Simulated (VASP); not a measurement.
Input:

```
CELL_PARAMETERS angstrom
     -3.11100     3.11100     3.11100
      3.11100    -3.11100     3.11100
      3.11100     3.11100    -3.11100
ATOMIC_POSITIONS crystal
  Cs 0.00804 0.01929 0.02732
```

Calculation: PBE GGA, VASP's PBE PAW potentials (set 64) (plane waves; VASP 6.6.1). Settings: 400 eV cut-off, 6×6×6 Γ-centred mesh, first-order Methfessel-Paxton smearing of 0.10 eV, potentials Cs_sv.

Energy and stress use the plane-wave basis of the starting cell.

Q: The ions, cell shape and volume are relaxed. Predict the relaxed structure.

A: 
```
CELL_PARAMETERS angstrom
     -3.08771     3.08771     3.08771
      3.08771    -3.08771     3.08771
      3.08771     3.08771    -3.08771
ATOMIC_POSITIONS crystal
  Cs 0.00804 0.01929 0.02732
```
Space group Im-3m (229), at a tolerance of 0.03 Å.

Q: How do energy and volume change from the first to the last step?

A: The energy (σ→0) changes by -0.5 meV/atom and the volume by -2.2 %, in 3 ionic steps.

```tsv
step	E(σ→0) (eV)	max force (eV/Å)	pressure (GPa)	volume (Å³)
1	-0.8343	0.000	-0.05	120.44
2	-0.8345	0.000	-0.04	119.76
3	-0.8348	0.000	-0.01	117.75
```

The compound is Cs in the bcc structure. This run relaxes it. Symmetry was kept, so distortions that lower it aren't found.
